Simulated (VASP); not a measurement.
A convergence study with VASP on As: one setting is varied, all else stays as given below, so the limit is that of these other settings.

```xyz
6
Lattice="3.7788 0.0000 0.0000 -1.8894 3.2725 0.0000 0.0000 0.0000 22.3479" Properties=species:S:1:pos:R:3 pbc="T T T"
As     0.0000     0.0000     8.2794
As     1.8894     1.0908     7.0000
As     1.8894     1.0908    11.8136
As     0.0000     2.1817    10.5342
As     0.0000     2.1817    15.3479
As     0.0000     0.0000    14.0685
```

The numbers are results of PBE GGA, VASP's PBE PAW potentials (set 64) (plane waves; VASP), not measurements. The tightest run used: 600 eV cut-off, 9×9×1 Γ-centred mesh, Fermi-Dirac smearing of 0.10 eV, potentials As.

```json
[
 {"setting": "ENCUT = 150", "E (eV/atom)": "-4.6429", "largest force (eV/Å)": "0.445", "plane waves": "1172"},
 {"setting": "ENCUT = 180", "E (eV/atom)": "-4.6439", "largest force (eV/Å)": "0.446", "plane waves": "1536"},
 {"setting": "ENCUT = 210", "E (eV/atom)": "-4.6467", "largest force (eV/Å)": "0.432", "plane waves": "1943"}
]
```

Task: These are the cheaper rows. Estimate the results at ENCUT = 600, and how far the last row shown lies from them.

Result: 
```
quantity              tightest run  last row shown is off by
--------------------  ------------  ------------------------
E (eV/atom)                -4.6476                    0.0010
largest force (eV/Å)         0.419                     0.013
```

Left out are rungs that failed or repeat a setting and relaxations that didn't move; long series are thinned to 24 rows.

The cell is a sheet or thin cut with vacuum, built from a generated structure.
